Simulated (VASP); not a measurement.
TaAs:

```
CELL_PARAMETERS angstrom
-1.72181 1.72181 5.86794
1.72181 -1.72181 5.86794
1.72181 1.72181 -5.86794
ATOMIC_POSITIONS crystal
Ta 0.50006 0.00006 0.50000
Ta 0.75006 0.75006 0.00000
As 0.08254 0.58254 0.50000
As 0.33254 0.33254 0.00000
```

The cell is a database's computed one.

Base run:

* Program: VASP 6.6.1
* Functional: PBEsol
* Potentials or basis: VASP PAW PBE potentials, release 64 (Ta_pv, As_d)
* Cutoff: 600 eV
* k mesh: 13 × 13 × 13
* Occupations: fermi-dirac, width 0.05 eV
* Spin: no spin polarisation

Its results: band gap on the k mesh none (metal or under the smearing width); pressure -3.6 GPa; largest force 0.004 eV/Å.

The run is repeated on the same cell with these changes: functional from PBEsol to LDA; potentials or basis from VASP PAW PBE potentials, release 64 (Ta_pv, As_d) to VASP PAW LDA potentials, release 64 (Ta_pv, As); cutoff from 600 eV to 520 eV; valence electrons from 52 to 32. What comes out?

Band gap on the k mesh none (metal or under the smearing width); pressure -6.6 GPa; largest force 0.004 eV/Å.

Caveats: the PAW data sets were made with another functional, which shifts forces and pressure a little (some runs).
